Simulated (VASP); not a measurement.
All values below come from PBE GGA, VASP's PBE PAW potentials (set 64) (plane waves; VASP).

Input for VASP

**POSCAR**
```
GeCl2
1
    5.9590610000     0.0000000000     0.0000000000
    0.0000000000     5.9590610000     0.0000000000
    0.0000000000     0.0000000000     3.8376660000
Ge Cl
2 4
Direct
 -0.0021920000  -0.0031820000   0.0004410000
  0.5016940000   0.5001350000   0.5009550000
  0.3063310000   0.3085760000  -0.0000720000
  0.8085750000   0.2012870000   0.5009330000
  0.1930620000   0.8055580000   0.4965030000
  0.6925310000   0.6876260000   0.0012390000
```

**INCAR**
```
ALGO = Normal
EDIFF = 1E-6
ENCUT = 300
GGA = PE
ISIF = 2
ISMEAR = -1
LASPH = .TRUE.
LCHARG = .FALSE.
LMAXMIX = 4
LREAL = .FALSE.
LWAVE = .FALSE.
NELM = 100
PREC = Accurate
SIGMA = 0.136
SYSTEM = GeCl2
```

KPOINTS:
```
Automatic mesh
0
Gamma
2 2 3
0 0 0
```

POTCAR, in this order: Ge_d Cl (PBE.64 set). Program: vasp_std.

Output of the run:

### OSZICAR
```
       N       E                     dE             d eps       ncg     rms          rms(c)
DAV:   1     0.478653162846E+03    0.47865E+03   -0.20535E+04   670   0.234E+03
DAV:   2     0.550314465166E+02   -0.42362E+03   -0.41354E+03   616   0.623E+02
DAV:   3    -0.172371152140E+02   -0.72269E+02   -0.71196E+02   648   0.165E+02
DAV:   4    -0.205168288136E+02   -0.32797E+01   -0.32732E+01   616   0.434E+01
DAV:   5    -0.206166242617E+02   -0.99795E-01   -0.99749E-01   758   0.692E+00    0.115E+01
DAV:   6    -0.200732745333E+02    0.54335E+00   -0.11910E+00   685   0.677E+00    0.684E+00
DAV:   7    -0.200730373436E+02    0.23719E-03   -0.45293E-01   766   0.317E+00    0.215E+00
DAV:   8    -0.200740937563E+02   -0.10564E-02   -0.82288E-02   711   0.237E+00    0.196E-01
DAV:   9    -0.200731879363E+02    0.90582E-03   -0.79126E-03   728   0.838E-01    0.101E-01
DAV:  10    -0.200734325408E+02   -0.24460E-03   -0.59636E-04   648   0.140E-01    0.534E-02
DAV:  11    -0.200734892963E+02   -0.56755E-04   -0.66769E-05   696   0.473E-02    0.881E-03
DAV:  12    -0.200734914064E+02   -0.21101E-05   -0.75535E-06   672   0.284E-02    0.372E-03
DAV:  13    -0.200734917687E+02   -0.36234E-06   -0.90841E-07   472   0.814E-03
   1 F= -.20073492E+02 E0= -.20073124E+02  d E =-.735817E-03
```

**OUTCAR**
```
------------------------ aborting loop because EDIFF is reached ----------------------------------------
  FORCE on cell =-STRESS in cart. coord.  units (eV):
  Direction    XX          YY          ZZ          XY          YZ          ZX
  --------------------------------------------------------------------------------------
  Total        7.5821779      7.5728401      9.1349416     -0.0473308     -0.1431599      0.0738749
  in kB       89.1418654     89.0320824    107.3973390     -0.5564568     -1.6830973      0.8685293
  external PRESSURE =      95.1904289 kB  Pullay stress =       0.0000000 kB
  volume of cell :      136.28
      direct lattice vectors                 reciprocal lattice vectors
     5.959061000  0.000000000  0.000000000     0.167811674  0.000000000  0.000000000
     0.000000000  5.959061000  0.000000000     0.000000000  0.167811674  0.000000000
     0.000000000  0.000000000  3.837666000     0.000000000  0.000000000  0.260575047
 POSITION                                       TOTAL-FORCE (eV/Angst)
 -----------------------------------------------------------------------------------
      5.94600      5.94010      0.00169         0.029835      0.115387     -0.014117
      2.98963      2.98033      1.92250        -0.143787     -0.121477     -0.007280
      1.82545      1.83882      3.83739        -0.601325     -0.635727      0.015861
      4.81835      1.19948      1.92241        -0.361663      0.331388     -0.038263
      1.15047      4.80037      1.90541         0.411391     -0.392008      0.057999
      4.12683      4.09761      0.00475         0.665549      0.702438     -0.014200
 -----------------------------------------------------------------------------------
    total drift:                                0.000936      0.000081     -0.001704
  FREE ENERGIE OF THE ION-ELECTRON SYSTEM (eV)
  ---------------------------------------------------
  free  energy   TOTEN  =       -20.0734917687 eV

  energy  without entropy=      -20.0727559521  energy(sigma->0) =      -20.07312386
```
(Selected blocks of OUTCAR.)

OUTCAR:
```
 val. band max:        3.4007734482   @ k =   0.0000   0.0000   0.3333

 cond. band min:       5.3368641749   @ k =   0.0000   0.0000   0.0000


 Fermi energy:         4.3614253043

 k-point     1 :       0.0000    0.0000    0.0000
  band No.  band energies     occupation
      1     -21.2183      2.00000
      2     -21.2095      2.00000
      3     -21.2008      2.00000
      4     -21.2002      2.00000
      5     -21.1903      2.00000
      6     -21.1311      2.00000
      7     -21.1227      2.00000
      8     -21.1120      2.00000
      9     -21.1099      2.00000
     10     -21.1003      2.00000
     11     -13.1653      2.00000
     12     -12.0457      2.00000
     13     -12.0274      2.00000
     14     -11.8879      2.00000
     15      -5.9958      2.00000
     16      -2.1739      2.00000
     17      -1.7580      2.00000
     18      -1.6514      2.00000
     19      -1.4821      2.00000
     20      -0.9572      2.00000
     21      -0.1928      2.00000
     22      -0.0821      2.00000
     23       0.1986      2.00000
     24       0.2120      2.00000
     25       0.9408      2.00000
     26       0.9674      2.00000
     27       1.3663      2.00000
     28       3.0148      1.99990
     29       5.3369      0.00153
     30       5.3562      0.00133
     31       6.2310      0.00000
     32       8.0765      0.00000
     33       8.2477      0.00000

 k-point     2 :       0.5000    0.0000    0.0000
  band No.  band energies     occupation
      1     -21.2180      2.00000
      2     -21.2096      2.00000
      3     -21.2007      2.00000
      4     -21.2000      2.00000
      5     -21.1904      2.00000
      6     -21.1315      2.00000
      7     -21.1229      2.00000
      8     -21.1119      2.00000
      9     -21.1097      2.00000
     10     -21.1004      2.00000
     11     -12.7769      2.00000
     12     -12.6992      2.00000
     13     -11.8904      2.00000
     14     -11.8414      2.00000
     15      -4.8013      2.00000
...
```

At this cut-off the stress carries a Pulay error, which pulls relaxed volumes low.

The structure was generated: GeCl2 was put into an ordered model structure, which need not be its known phase. The cell was not relaxed at this level, atoms are displaced from their ideal sites. The k-mesh is coarse (spacing up to 0.55 per Å, 2π included), so the numbers may not be converged in it.
